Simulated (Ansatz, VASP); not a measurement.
# TiB2: VASP beside Ansatz

Aim: how closely do two programs agree when they are given the same cell, functional and k mesh? The cell is taken from a series of runs on this material, whose earlier steps may have relaxed, scaled, displaced or heated it; both programs get it as it stands.

Method: plane waves, with VASP 6.6.1 beside it; zone-centre phonons at PBEsol, in Ansatz 0.2.0.

## Step 1: Starting point

The structure is hexagonal, space group P6/mmm (No. 191). The conventional cell has a = 3.069 Å, b = 3.069 Å, c = 3.263 Å, α = 90.00°, β = 90.00°, γ = 120.00°. Nearest to B lie 3 B at 1.77 Å and 6 Ti at 2.41 Å. Nearest to Ti lie 12 B at 2.41 Å. Farther neighbours are not listed.

## Step 2: Ansatz: zone-centre phonons, PBEsol

Ansatz runs on its PAW soft_1 files.

Second derivatives magnify differences that forces hide, and they need a tight electronic threshold.

The input, input.yaml:

```yaml
crystal:
  lattice:
    - [3.0686867489, 0.0, 0.0]
    - [-1.5343433745, 2.6575606808, 0.0]
    - [0.0, 0.0, 3.2634863402]
  atoms:
    - { symbol: B, position: [0.3333333333, 0.6666666667, 0.5] }
    - { symbol: B, position: [0.6666666667, 0.3333333333, 0.5] }
    - { symbol: Ti, position: [0.0, 0.0, 0.0] }
kpoints:
  mp_grid: { grid: [15, 15, 16] }
hamiltonian:
  xc: pbesol
  pseudopotentials: { kind: paw, azcp: { folder: soft_1 }, xc_functional: pbe }
scf:
  occupations: { method: methfessel_paxton, width: 0.2 }
output:
  eigenvalues: true
phonons:
  method: dfpt
```

The run is started by

```sh
ansatz run input.yaml --threads 4 --pin off --max-ram 10240MiB --backend cpu --events-out ev --progress --plain --runs-dir out
```

Numbers of over 12 decimals in the logs are rounded to 6 here.

What it wrote:

```text
zone centre: on kpoints.mp_grid the ground state, and the responses unless they are solved on pairs of k-points, stand on 576 of the mesh's 3600 k-points, reduced under 4 symmetry operations, with k and −k counted as one. Each operation leaves every solved displacement unchanged or reverses it
Engine: ansatz 0.2.0, x86_64-unknown-linux-gnu
Pseudopotentials: kind: paw
Pseudopotential: B, paw, valence charge 3, recommended cutoff 420 eV (normal), soft_1/B.paw.azcp
Pseudopotential: Ti, paw, valence charge 12, recommended cutoff 420 eV (normal), soft_1/Ti.paw.azcp
Functional definition: PBEsol
  exchange = pbesol_x
  correlation = pbesol_c
Crystal: 3 atoms, lattice volume = 26.614 Å³
Basis set: ecut = 420 eV, 551 PW (Γ), exchange–correlation on 48×48×48 points (8 copies of the dense FFT grid, shifted against one another)
Bands: 13, of which v1, the nominal top of the filled ones, is band 9 counted from 1 (8 counted from 0)
Symmetry: 24 space group operations
k-points: 576 of 3600 (irreducible under 4 space group operations, time reversal used)
Non-local potential: B, projectors of the file, l = 0: 2, l = 1: 2, l = 2: 1
Non-local potential: Ti, projectors of the file, l = 0: 3, l = 1: 2, l = 2: 3, l = 3: 1
PAW form: soft (Blöchl's): semilocal exchange-correlation on the pseudo side does not see the compensation charge
PAW frozen core: B, regenerated for the run's functional, and the local potential with it (the file was generated under x = pbe(κ = 0.804, μ = 0.219515), c = pbe(β = 0.066725))
PAW frozen core: Ti, regenerated for the run's functional, and the local potential with it (the file was generated under x = pbe(κ = 0.804, μ = 0.219515), c = pbe(β = 0.066725))
PAW one-centre angular grid: B, 110 points (default); XC on 64 Gauss nodes
PAW one-centre angular grid: Ti, 590 points (default); XC on 64 Gauss nodes
Initial density: superposition of atomic densities (chi_scale 0.1, normalization cell, long waves kept (reshape's long-wave potential 0.00 eV rms))
Initial wavefunctions: pseudopotential atomic-orbital guess
Functional: x = pbesol(κ = 0.804, μ = 0.123457), c = pbesol(β = 0.046)
SCF iter   1: F=—  HF=-2783.632083 eV  |F-HF|=—  |Δ(HF+E_count)|=         —  Δρ=1.02e-1  dr2=4.35e0  ethr=3.10e-3  ⟨swp⟩=4.3  Hψ=35108  notcnv=0
preconditioner: auto → none  [metal: Δε(μ)=0.005 eV  Ē_g=9.163 eV  σ=0.200 eV  W_gap=0.02  n_scr=8 (ndim 8)  ℏωp=22.8 eV  f_vac=0.000  D(μ)=0.41/eV (n_scr^D=0)  sad-step TF]
SCF iter   2: F=—  HF=-2783.056050 eV  |F-HF|=—  |Δ(HF+E_count)|=   5.76e-1  S|Δr|=    0.00e0  Δρ=6.67e-2  dr2=2.05e0  ethr=3.10e-3  ⟨swp⟩=2.0  Hψ=14303  notcnv=0
SCF iter   3: F=—  HF=-2782.564475 eV  |F-HF|=—  |Δ(HF+E_count)|=   4.92e-1  S|Δr|=    0.00e0  Δρ=8.52e-3  dr2=2.50e-2  ethr=3.10e-3  ⟨swp⟩=5.0  Hψ=59730  notcnv=0
automatic band count: the SCF goes on with 17 bands, as 13 were too few: they end inside the smearing window of the response
SCF iter   4: F=—  HF=-2782.561387 eV  |F-HF|=—  |Δ(HF+E_count)|=   3.09e-3  S|Δr|=    0.00e0  Δρ=9.48e-4  dr2=2.68e-4  ethr=1.39e-4  ⟨swp⟩=1.4  Hψ=14779  notcnv=0
SCF iter   5: F=—  HF=-2782.561412 eV  |F-HF|=—  |Δ(HF+E_count)|=   2.52e-5  S|Δr|=    0.00e0  Δρ=2.51e-4  dr2=2.54e-5  ethr=1.49e-6  ⟨swp⟩=2.4  Hψ=11262  notcnv=0
SCF iter   6: F=—  HF=-2782.561409 eV  |F-HF|=—  |Δ(HF+E_count)|=   2.71e-6  S|Δr|=    0.00e0  Δρ=4.11e-5  dr2=4.85e-7  ethr=1.41e-7  ⟨swp⟩=2.3  Hψ=10835  notcnv=0
SCF iter   7: F=—  HF=-2782.561410 eV  |F-HF|=—  |Δ(HF+E_count)|=   9.70e-7  S|Δr|=    0.00e0  Δρ=8.74e-6  dr2=2.57e-8  ethr=2.69e-9  ⟨swp⟩=2.7  Hψ=13255  notcnv=0
SCF iter   8: F=—  HF=-2782.561410 eV  |F-HF|=—  |Δ(HF+E_count)|=   6.52e-9  S|Δr|=    0.00e0  Δρ=2.19e-6  dr2=1.72e-9  ethr=1.43e-10  ⟨swp⟩=1.9  Hψ=10209  notcnv=0
SCF iter   9: F=—  HF=-2782.561410 eV  |F-HF|=—  |Δ(HF+E_count)|=  4.05e-10  S|Δr|=    0.00e0  Δρ=3.78e-7  dr2=5.43e-11  ethr=9.56e-12  ⟨swp⟩=2.0  Hψ=10986  notcnv=0
SCF iter  10: F=-2782.561410 eV  HF=-2782.561410 eV  |F-HF|=4.55e-13  |Δ(HF+E_count)|=  1.05e-11  S|Δr|=    0.00e0  Δρ=6.39e-9  dr2=1.04e-14  ethr=1.00e-12  ⟨swp⟩=7.5  Hψ=38875  notcnv=0
SCF 1 converged in 10 iterations: F = -2782.561410 eV  dr2 = 1.04e-14
  greatest PAW one-centre occupation: 0.998 electrons in one spin orbital (limit 2), on the Ti atom at site 2 (counted from 0), in its partial waves of l = 0
DFPT response loops at Γ: preconditioner auto → Kerker (q_TF=auto, 2.556 Å⁻¹) (partly filled bands, converged f_vac=0.000); β = 1.00, the filter's whole step (`scf.mixing.beta` (0.50) is not read by the response loops under this deck's `scf.mixing.preconditioner`; to damp them name `kerker` or `kerker_dos`, under which they read `scf.mixing.beta`, and type it under 1.00, their step now; both keys bind the ground state too); Broyden in place of MSR1
SCF converged after 10 iterations
Stability not checked: this state was not tested for a lower state beside it, because cold or Methfessel-Paxton smearing, or corrected tetrahedra, fill the levels in a way that the test cannot read (fill_not_monotonic; see scf.lower_state_search)
Free energy (F): -2782.561410 eV
Harris-Foulkes:  -2782.561410 eV  (|F-HF|=4.55e-13)
Internal energy: -2782.561473 eV  (E = F + TS)
E sigma→0 (E₀):  -2782.561426 eV
Entropy (-TS):   0.000062 eV (0.021 meV/atom)
Fermi energy:    14.454761 eV
--- Per-component energies (eV) ---
  E_band       = -105.278125
  E_kinetic    = 379.970917
  E_local      = -862.480033  (includes V_loc(G=0)·N_el)
  E_nonlocal   = 76.735906
  E_hartree    = 351.238631
  E_xc         = -182.296899
  E_vxc        = -224.464347  (∫ρ·V_xc dr)
  E_paw        = -1166.694828  (= ΣΔE_a)
  E_vpaw       = -177.517758  (= ΣTr[D̂ρ^β])
  E_aug_tail   = -0.000070  (compensation charges beyond the density's cutoff)
  E_ewald      = -1379.203902
  E_core_change = 0.168806  (= ΣΔE_core)
  E_smearing   = 0.000062  (= −TS)
  E_closure    = -0.000000  (closes the sum)
  Σ components = -2782.561410   (vs F -2782.561410, Δ=0.00e0)
--- Band table (eV; the first three rows and the last of 576) ---
  k-point 0: bands = [... 5 lower, 11.8902, 11.8902, 12.1577, 12.3682, 16.2255, 16.2255, 17.9519, 17.9519, ... 4 higher]
  k-point 1: bands = [... 5 lower, 11.4733, 11.9306, 11.9306, 12.9950, 16.0930, 16.0930, 17.8645, 17.8645, ... 4 higher]
  k-point 2: bands = [... 5 lower, 10.6540, 12.0507, 12.0507, 13.6526, 15.7687, 15.7687, 17.6123, 17.6123, ... 4 higher]
  k-point 575: bands = [... 5 lower, 7.7861, 9.4508, 10.1016, 11.8960, 16.6694, 17.2099, 17.8612, 18.7147, ... 4 higher]
--- Phonons (Γ-DFPT): 4 representative perturbations + reference, on 576 of 3600 k-points (Σ response iterations 12) ---
  k mesh reduced under 4 symmetry operations, with k and −k counted as one. Each operation leaves every solved displacement unchanged or reverses it
  ASR residual: 3.146e-6 → 0.000e0 eV/Å²; symmetrization residual: 9.366e-7 eV/Å²
  ASR residual per site (eV/Å²): 2.07e-6 2.07e-6 3.15e-6
  Γ frequencies (cm⁻¹): 0.00 0.00 0.00 472.27 485.74 485.74 533.11 836.71 836.71
  non-analytic LO–TO correction: not included (Born effective charges unavailable; polar crystals: no LO–TO splitting at Γ)
```

The column dr2 measures how far the density is from self-consistency, as an energy; F and HF (Harris–Foulkes) agree once it is small.

(Part 1 of 2 ends here.)

[Lines on the potential files, build, host, timing and source positions are cut from VASP's logs without a mark.]

[Logs are printed without paths, hosts, clocks, repeated set-up lines and the standing remarks that a program may print on its own settings, such as how far it seeks lower states.]

[Hosts, paths, dates, database ids (printed as entryN), source tags and the programs' standing remarks are cut or masked in the printed files.]
